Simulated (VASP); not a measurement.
Output of a VASP run:

File OUTCAR:
```
 ion  position               nearest neighbor table
   1  0.000  0.000  0.000-
  LATTYP: Found a body centered cubic cell.
 ALAT       =     5.2800000000
 Subroutine PRICEL returns:
 Original cell was already a primitive cell.
 Subroutine GETGRP returns: Found 48 space group operations
The static configuration has the point symmetry O_h .
The dynamic configuration has the point symmetry O_h .
 Subroutine INISYM returns: Found 48 space group operations
 Subroutine IBZKPT returns following result:
 Found     56 irreducible k-points:

 Following reciprocal coordinates:
            Coordinates               Weight
  0.000000  0.000000  0.000000      1.000000
  0.090909  0.000000  0.000000     12.000000
  0.181818  0.000000  0.000000     12.000000
  0.272727  0.000000  0.000000     12.000000
  0.363636  0.000000  0.000000     12.000000
  0.454545  0.000000  0.000000     12.000000
  0.090909  0.090909  0.000000     24.000000
  0.181818  0.090909  0.000000     48.000000
  0.272727  0.090909  0.000000     48.000000
  0.363636  0.090909 -0.000000     48.000000
  0.454545  0.090909 -0.000000     24.000000
  0.181818  0.181818  0.000000     24.000000
  0.272727  0.181818  0.000000     48.000000
  0.363636  0.181818  0.000000     48.000000
  0.272727  0.272727  0.000000     24.000000
  0.363636  0.272727 -0.000000     24.000000
  0.090909  0.090909  0.090909      8.000000
  0.181818  0.090909  0.090909     24.000000
  0.272727  0.090909  0.090909     24.000000
  0.363636  0.090909  0.090909     24.000000
 -0.090909  0.090909  0.090909      6.000000
  0.181818  0.181818  0.090909     24.000000
  0.272727  0.181818  0.090909     48.000000
  0.363636  0.181818  0.090909     24.000000
 -0.181818  0.181818  0.090909     24.000000
  0.272727  0.272727  0.090909     24.000000
 -0.272727  0.272727  0.090909     24.000000
 -0.181818  0.272727  0.090909     24.000000
 -0.363636  0.363636  0.090909     24.000000
 -0.272727  0.363636  0.090909     48.000000
 -0.454545  0.454545  0.090909     24.000000
 -0.363636  0.454545  0.090909     48.000000
 -0.272727  0.454545  0.090909     24.000000
 -0.454545 -0.454545  0.090909     24.000000
 -0.363636 -0.454545  0.090909     48.000000
 -0.363636 -0.363636  0.090909      8.000000
  0.181818  0.181818  0.181818      8.000000
  0.272727  0.181818  0.181818     24.000000
 -0.181818  0.181818  0.181818      6.000000
  0.272727  0.272727  0.181818      8.000000
   k-points           NKPTS =     56   k-points in BZ     NKDIM =     56   number of bands    NBANDS=      8
   number of dos      NEDOS =    601   number of ions     NIONS =      1
   total plane-waves  NPLWV =  46656
   dimension x,y,z NGX =    36 NGY =   36 NGZ =   36
   dimension x,y,z NGXF=    72 NGYF=   72 NGZF=   72
   ions per type =               1
   PREC   = accura    normal or accurate (medium, high low for compatibility)
   ISTART =      0    job   : 0-new  1-cont  2-samecut
   ICHARG =      2    charge: 1-file 2-atom 10-const
   ISPIN  =      1    spin polarized calculation?
   LNONCOLLINEAR =      F non collinear calculations
   LSORBIT =      F    spin-orbit coupling
   INIWAV =      1    electr: 0-lowe 1-rand  2-diag
   ENCUT  =  520.0 eV  38.22 Ry    6.18 a.u.   8.50  8.50  8.50*2*pi/ulx,y,z
   NELM   =    100;   NELMIN=  2; NELMDL= -5     # of ELM steps
   EDIFF  = 0.1E-06   stopping-criterion for ELM
   LREAL  =      F    real-space projection
   NLSPLINE    = F    spline interpolate recip. space projectors
   LMAXMIX     =    2 max onsite mixed and CHGCAR
   VOSKOWN=      0    Vosko Wilk Nusair interpolation
   EDIFFG = 0.1E-05   stopping-criterion for IOM
   NSW    =      0    number of steps for IOM
   NBLOCK =      1;   KBLOCK =      1    inner block; outer block
   IBRION =     -1    ionic relax: 0-MD 1-quasi-New 2-CG
   NFREE  =      0    steps in history (QN), initial steepest desc. (CG)
...
```

### OSZICAR
```
       N       E                     dE             d eps       ncg     rms          rms(c)
DAV:   1     0.442228461839E+02    0.44223E+02   -0.36686E+03   896   0.859E+02
DAV:   2     0.232791485090E+00   -0.43990E+02   -0.43932E+02   896   0.213E+02
DAV:   3    -0.100038830398E+01   -0.12332E+01   -0.12316E+01  1496   0.323E+01
DAV:   4    -0.102355776655E+01   -0.23169E-01   -0.23153E-01  1344   0.316E+00
DAV:   5    -0.102376768421E+01   -0.20992E-03   -0.20988E-03  1568   0.204E-01    0.194E+00
DAV:   6    -0.102259516005E+01    0.11725E-02   -0.39476E-03  1408   0.547E-01    0.124E+00
DAV:   7    -0.102220426901E+01    0.39089E-03   -0.80176E-03  1312   0.767E-01    0.812E-02
DAV:   8    -0.102226445084E+01   -0.60182E-04   -0.43725E-04  1472   0.287E-01    0.304E-02
DAV:   9    -0.102228841222E+01   -0.23961E-04   -0.37929E-05  1232   0.759E-02    0.234E-02
DAV:  10    -0.102228543176E+01    0.29805E-05   -0.86477E-06  1560   0.292E-02    0.220E-03
DAV:  11    -0.102228533755E+01    0.94203E-07   -0.14581E-07  1448   0.453E-03
   1 F= -.10222853E+01 E0= -.10222853E+01  d E =0.000000E+00
```

OUTCAR:
```
------------------------ aborting loop because EDIFF is reached ----------------------------------------
  FORCE on cell =-STRESS in cart. coord.  units (eV):
  Direction    XX          YY          ZZ          XY          YZ          ZX
  --------------------------------------------------------------------------------------
  Total        0.0088635      0.0088635      0.0088635     -0.0000000      0.0000000     -0.0000000
  in kB        0.1929499      0.1929499      0.1929499     -0.0000000      0.0000000     -0.0000000
  external PRESSURE =       0.1929499 kB  Pullay stress =       0.0000000 kB
  volume of cell :       73.60
      direct lattice vectors                 reciprocal lattice vectors
    -2.640000000  2.640000000  2.640000000     0.000000000  0.189393939  0.189393939
     2.640000000 -2.640000000  2.640000000     0.189393939  0.000000000  0.189393939
     2.640000000  2.640000000 -2.640000000     0.189393939  0.189393939  0.000000000
 POSITION                                       TOTAL-FORCE (eV/Angst)
 -----------------------------------------------------------------------------------
      0.00000      0.00000      0.00000        -0.000000      0.000000     -0.000000
 -----------------------------------------------------------------------------------
    total drift:                               -0.000000     -0.000000      0.000000
  FREE ENERGIE OF THE ION-ELECTRON SYSTEM (eV)
  ---------------------------------------------------
  free  energy   TOTEN  =        -1.0222853376 eV

  energy  without entropy=       -1.0222853376  energy(sigma->0) =       -1.02228534

 total charge

# of ion       s       p       d       tot
------------------------------------------
    1        1.979   5.551   0.005   7.534
```
(Selected blocks of OUTCAR.)

File POSCAR:
```
K
1
   -2.6400000000     2.6400000000     2.6400000000
    2.6400000000    -2.6400000000     2.6400000000
    2.6400000000     2.6400000000    -2.6400000000
K
1
Direct
  0.0000000000   0.0000000000   0.0000000000
```

**Question.** Reconstruct the remaining input files.

**Answer.** Several could match; the one computed here: the input of the run itself, AM05 GGA, plane waves, VASP's PBE PAW potentials (set 64).

**KPOINTS**
```
Automatic mesh
0
Gamma
11 11 11
0 0 0
```

INCAR:
```
! general
SYSTEM = K
PREC   = Accurate
ENCUT  = 520
LREAL  = .FALSE.
LASPH  = .TRUE.

! electronic loop
EDIFF  = 1E-7
NELM   = 100
ALGO   = Normal

! smearing
ISMEAR = -5

! functional
GGA    = AM

! ions
ISIF   = 2

! output
LWAVE  = .FALSE.
LCHARG = .TRUE.
LORBIT = 11
NEDOS  = 601
```

POTCAR, in this order: K_sv (PBE.64 set). Program: vasp_std.

For a metal the tetrahedron method with Blöchl corrections gives inexact stress and forces.

The compound is K in the bcc structure. The cell was not relaxed at this level.
